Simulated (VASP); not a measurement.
Computed with PBE GGA, VASP's PBE PAW potentials (set 64) (plane waves; VASP).

Input for VASP

File POSCAR:
```
Re
1
    1.3542384101    -2.3456096130     0.0000000000
    1.3542384101     2.3456096130     0.0000000000
    0.0000000000     0.0000000000     4.3888401808
Re
2
Direct
  0.3333330000   0.6666670000   0.2500000000
  0.6666670000   0.3333330000   0.7500000000
```

File KPOINTS:
```
K-points
0
gamma
15 15 8
0 0 0
```

### INCAR
```
EDIFF = 1E-6
ISIF = 3   ! ions, shape and volume
ISMEAR = 1   ! Methfessel-Paxton
LREAL = .FALSE.   ! projection in real space or not
ENCUT = 500   ! plane-wave cut-off (eV)
LWAVE = .FALSE.
SIGMA = 0.1   ! width (eV)
SYSTEM = Re
EDIFFG = -0.02   ! ionic stop
GGA = PE   ! PBE
PSTRESS = 450   ! kbar
LMAXMIX = 6   ! l cut-off of mixed one-centre charges
NELM = 100
LASPH = .TRUE.   ! aspherical one-centre terms
LCHARG = .FALSE.
ALGO = Normal
NSW = 40   ! most ionic steps
PREC = Accurate
IBRION = 2   ! conjugate gradients
```

POTCAR, in this order: Re (PBE.64 set). Program: vasp_std.

The run wrote:

### OUTCAR
```
 ion  position               nearest neighbor table
   1  0.333  0.667  0.250-   2 2.69   2 2.69   2 2.69   2 2.69   2 2.69   2 2.69
   2  0.667  0.333  0.750-   1 2.69   1 2.69   1 2.69   1 2.69   1 2.69   1 2.69
  LATTYP: Found a hexagonal cell.
 ALAT       =     2.7084767173
 C/A-ratio  =     1.6204090487
 Subroutine PRICEL returns:
 Original cell was already a primitive cell.
 Subroutine GETGRP returns: Found 24 space group operations
The static configuration has the point symmetry D_3d.
 The point group associated with its full space group is D_6h.
The dynamic configuration has the point symmetry D_3d.
 Subroutine INISYM returns: Found 24 space group operations
 Subroutine IBZKPT returns following result:
 Found    135 irreducible k-points:

 Following reciprocal coordinates:
            Coordinates               Weight
  0.000000  0.000000  0.000000      1.000000
  0.066667  0.000000  0.000000      6.000000
  0.133333  0.000000  0.000000      6.000000
  0.200000  0.000000  0.000000      6.000000
  0.266667  0.000000  0.000000      6.000000
  0.333333 -0.000000  0.000000      6.000000
  0.400000 -0.000000  0.000000      6.000000
  0.466667 -0.000000  0.000000      6.000000
  0.066667  0.066667  0.000000      6.000000
  0.133333  0.066667  0.000000     12.000000
  0.200000  0.066667  0.000000     12.000000
  0.266667  0.066667  0.000000     12.000000
  0.333333  0.066667  0.000000     12.000000
  0.400000  0.066667  0.000000     12.000000
  0.466667  0.066667  0.000000      6.000000
  0.133333  0.133333  0.000000      6.000000
  0.200000  0.133333  0.000000     12.000000
  0.266667  0.133333  0.000000     12.000000
  0.333333  0.133333  0.000000     12.000000
  0.400000  0.133333  0.000000     12.000000
  0.200000  0.200000  0.000000      6.000000
  0.266667  0.200000  0.000000     12.000000
...
```

OSZICAR:
```
       N       E                     dE             d eps       ncg     rms          rms(c)
DAV:   1     0.290409678854E+02    0.29041E+02   -0.69241E+03  5399   0.159E+03
DAV:   2    -0.195913146246E+02   -0.48632E+02   -0.41708E+02  4698   0.329E+02
DAV:   3    -0.256523288292E+02   -0.60610E+01   -0.49131E+01  5005   0.243E+02
DAV:   4    -0.259707430879E+02   -0.31841E+00   -0.29086E+00  5411   0.268E+01
DAV:   5    -0.259791249027E+02   -0.83818E-02   -0.81428E-02  5125   0.291E+00    0.475E+01
DAV:   6    -0.250475214040E+02    0.93160E+00   -0.77831E-01  5495   0.275E+01    0.210E+01
DAV:   7    -0.246906966535E+02    0.35682E+00   -0.66118E-01  5672   0.243E+01    0.486E-01
DAV:   8    -0.246790960863E+02    0.11601E-01   -0.84075E-03  5582   0.927E-01    0.151E-01
DAV:   9    -0.246784686653E+02    0.62742E-03   -0.44689E-04  5558   0.221E-01    0.372E-02
DAV:  10    -0.246784823058E+02   -0.13640E-04   -0.47487E-05  4934   0.606E-02    0.426E-03
DAV:  11    -0.246784826107E+02   -0.30494E-06   -0.25623E-07  2801   0.199E-02
   1 F= -.16847206E+02 E0= -.16847285E+02  d E =-.168472E+02
       N       E                     dE             d eps       ncg     rms          rms(c)
DAV:   1    -0.224493987623E+02    0.22291E+01   -0.21751E+02  2970   0.111E+03    0.484E+01
DAV:   2    -0.220507629965E+02    0.39864E+00   -0.14900E+00  4650   0.481E+01    0.176E+01
DAV:   3    -0.218284497707E+02    0.22231E+00   -0.34519E-01  4768   0.232E+01    0.114E+00
DAV:   4    -0.218253755707E+02    0.30742E-02   -0.16958E-02  5728   0.396E+00    0.142E+00
DAV:   5    -0.218270217768E+02   -0.16462E-02   -0.57201E-03  5668   0.257E+00    0.327E-01
DAV:   6    -0.218272705925E+02   -0.24882E-03   -0.46512E-04  5766   0.789E-01    0.275E-02
DAV:   7    -0.218272617474E+02    0.88451E-05   -0.31598E-06  3280   0.564E-02    0.324E-03
DAV:   8    -0.218272622018E+02   -0.45437E-06   -0.34066E-07  2175   0.279E-02
   2 F= -.15390383E+02 E0= -.15390265E+02  d E =0.145682E+01
       N       E                     dE             d eps       ncg     rms          rms(c)
DAV:   1    -0.250715149414E+02   -0.32443E+01   -0.58125E+01  3914   0.420E+02    0.348E+01
DAV:   2    -0.246491921187E+02    0.42232E+00   -0.54578E-01  4666   0.257E+01    0.156E+01
DAV:   3    -0.245114131477E+02    0.13778E+00   -0.34815E-01  4949   0.207E+01    0.783E-01
DAV:   4    -0.245137660241E+02   -0.23529E-02   -0.41567E-03  4703   0.526E-01    0.208E-01
DAV:   5    -0.245153252866E+02   -0.15593E-02   -0.18510E-03  5691   0.771E-01    0.154E-01
DAV:   6    -0.245156405825E+02   -0.31530E-03   -0.31379E-04  5299   0.229E-01    0.136E-02
DAV:   7    -0.245156484158E+02   -0.78333E-05   -0.47125E-06  3299   0.665E-02    0.435E-03
DAV:   8    -0.245156484675E+02   -0.51705E-07   -0.91026E-07  2255   0.177E-02
   3 F= -.16884391E+02 E0= -.16884319E+02  d E =-.371850E-01
       N       E                     dE             d eps       ncg     rms          rms(c)
DAV:   1    -0.245014395650E+02    0.14209E-01   -0.11995E-02  3025   0.696E+00    0.373E-01
DAV:   2    -0.245013928572E+02    0.46708E-04   -0.12974E-04  4847   0.438E-01    0.143E-01
DAV:   3    -0.245013745674E+02    0.18290E-04   -0.45952E-05  4915   0.244E-01    0.135E-02
DAV:   4    -0.245013749300E+02   -0.36264E-06   -0.17612E-07  1785   0.190E-02
   4 F= -.16884649E+02 E0= -.16884566E+02  d E =-.374429E-01
       N       E                     dE             d eps       ncg     rms          rms(c)
DAV:   1    -0.244971385696E+02    0.42360E-02   -0.10166E-03  3040   0.205E+00    0.117E-01
DAV:   2    -0.244971354106E+02    0.31590E-05   -0.94553E-06  4441   0.125E-01    0.466E-02
DAV:   3    -0.244971346512E+02    0.75942E-06   -0.12550E-06  1687   0.736E-02
   5 F= -.16884659E+02 E0= -.16884572E+02  d E =-.374532E-01
```

File OUTCAR:
```
------------------------ aborting loop because EDIFF is reached ----------------------------------------
  FORCE on cell =-STRESS in cart. coord.  units (eV):
  Direction    XX          YY          ZZ          XY          YZ          ZX
  --------------------------------------------------------------------------------------
  Total        7.6118774      7.6118766      7.6180792      0.0000000     -0.0000000     -0.0000000
  in kB      449.9646566    449.9646093    450.3312679      0.0000000     -0.0000000     -0.0000000
  external PRESSURE =       0.0868446 kB  Pullay stress =     450.0000000 kB
  volume of cell :       27.10
      direct lattice vectors                 reciprocal lattice vectors
     1.341489250 -2.323527416 -0.000000000     0.372720095 -0.215190058 -0.000000000
     1.341489250  2.323527416  0.000000000     0.372720095  0.215190058  0.000000000
     0.000000000 -0.000000000  4.347694003     0.000000000 -0.000000000  0.230006987
 POSITION                                       TOTAL-FORCE (eV/Angst)
 -----------------------------------------------------------------------------------
      1.34149      0.77451      1.08692        -0.000000     -0.000000      0.000000
      1.34149     -0.77451      3.26077         0.000000      0.000000      0.000000
 -----------------------------------------------------------------------------------
    total drift:                                0.000001      0.000002     -0.000016
  FREE ENERGIE OF THE ION-ELECTRON SYSTEM (eV)
  ---------------------------------------------------
  free  energy   TOTEN  =       -24.4971346512 eV

  energy  without entropy=      -24.4968724586  energy(sigma->0) =      -24.49704725
  enthalpy is  TOTEN    =       -16.8846593731 eV   P V=        7.6124752781

 reached required accuracy - stopping structural energy minimisation
```
(Selected blocks of OUTCAR.)

**CONTCAR**
```
Re
   1.00000000000000
     1.3414892497686473   -2.3235274162369137   -0.0000000000000000
     1.3414892497686473    2.3235274162369137    0.0000000000000000
     0.0000000000000000   -0.0000000000000000    4.3476940029590585
  Re
     2
Direct
     0.3333330000000032    0.6666669999999968    0.2500000000000000
     0.6666669999999968    0.3333330000000032    0.7500000000000000
```

OUTCAR:
```
 val. band max:        8.9110620245   @ k =   0.1333   0.0000   0.0000

 cond. band min:       8.9276816203   @ k =   0.3333   0.1333   0.3750


 Fermi energy:         8.9118175728

 k-point     1 :       0.0000    0.0000    0.0000
  band No.  band energies     occupation
      1      -1.4943      2.00000
      2       1.6811      2.00000
      3       7.0870      2.00000
      4       7.1294      2.00000
      5       7.1294      2.00000
      6       8.0737      2.00000
      7       8.0737      2.00000
      8       9.1582     -0.00272
      9       9.1582     -0.00272
     10       9.7255     -0.00000
     11      12.6942      0.00000

 k-point     2 :       0.0667    0.0000    0.0000
  band No.  band energies     occupation
      1      -1.2927      2.00000
      2       1.8718      2.00000
      3       6.6134      2.00000
      4       7.3169      2.00000
      5       7.5317      2.00000
      6       7.9265      2.00000
      7       8.2520      2.00000
      8       8.7195      2.02032
      9       8.9955      0.00203
     10       9.2626     -0.00001
     11      12.8084      0.00000

 k-point     3 :       0.1333    0.0000    0.0000
  band No.  band energies     occupation
      1      -0.7162      2.00000
      2       2.3846      2.00000
      3       6.0355      2.00000
      4       7.4137      2.00000
      5       7.4870      2.00000
      6       7.8701      2.00000
      7       8.0972      2.00000
      8       8.5915      2.00006
      9       8.7758      2.06626
     10       8.9111      1.01279
     11      13.0721      0.00000

 k-point     4 :       0.2000    0.0000    0.0000
  band No.  band energies     occupation
      1       0.1431      2.00000
      2       2.9739      2.00000
      3       5.5973      2.00000
      4       6.0864      2.00000
      5       7.0675      2.00000
      6       8.0938      2.00000
      7       8.5246      2.00000
      8       8.7597      2.05336
      9       8.8227      2.01968
...
```

Energy and stress use the plane-wave basis of the starting cell. Unless said otherwise, spin-orbit coupling is left out, though it shifts the bands of the heavy elements here.

The compound is Re in the hcp structure. This run relaxes it under an external pressure of 45 GPa. Symmetry was kept, so distortions that lower it aren't found.
